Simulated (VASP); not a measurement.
All values below come from LDA (Ceperley-Alder, Perdew-Zunger), VASP's LDA PAW potentials (set 64) (plane waves; VASP).

VASP ran on this input.

**INCAR**
```
SYSTEM = BaTiO3
PREC = Accurate; ENCUT = 520; LREAL = F
LASPH = T; ICHARG = 11
EDIFF = 1E-7; NELM = 100; ALGO = Normal
LMAXMIX = 4
ISMEAR = 0; SIGMA = 0.05
LWAVE = F; LCHARG = F; LORBIT = 11
```

**KPOINTS**
```
k-points along high-symmetry lines
15
Line-mode
Reciprocal
  0.000000   0.000000   0.000000 ! GAMMA
  0.000000   0.500000   0.000000 ! X

  0.000000   0.500000   0.000000 ! X
  0.500000   0.500000   0.000000 ! M

  0.500000   0.500000   0.000000 ! M
  0.000000   0.000000   0.000000 ! GAMMA

  0.000000   0.000000   0.000000 ! GAMMA
  0.500000   0.500000   0.500000 ! R

  0.500000   0.500000   0.500000 ! R
  0.000000   0.500000   0.000000 ! X

  0.500000   0.500000   0.500000 ! R
  0.500000   0.500000   0.000000 ! M
```

### POSCAR
```
BaTiO3
1
    3.9514605001     0.0000000000     0.0000000000
   -0.0000000000     3.9514605001     0.0000000000
   -0.0000000000    -0.0000000000     3.9514605001
Ba Ti O
1 1 3
Direct
  0.5000000000   0.5000000000   0.5000000000
  0.0000000000   0.0000000000   0.0000000000
  0.5000000000   0.0000000000   0.0000000000
  0.0000000000   0.5000000000   0.0000000000
  0.0000000000   0.0000000000   0.5000000000
```

POTCAR, in this order: Ba_sv Ti_sv O (LDA.64 set). Program: vasp_std. Read from the step before: CHGCAR.

What will the output report for the number of irreducible k-points (NKPTS), number of bands (NBANDS), largest plane-wave count, number of space-group operations, FFT grid (NGX, NGY, NGZ)?

```json
{
 "number of irreducible k-points (NKPTS)": "90",
 "number of bands (NBANDS)": "24",
 "largest_plane_wave_count": "1695",
 "number_of_space_group_operations": "48",
 "FFT grid (NGX, NGY, NGZ)": "30 × 30 × 30"
}
```

The structure comes from a computed database's BaTiO3 entry (Pm-3m); how it stands against other phases isn't given here. It was relaxed first.
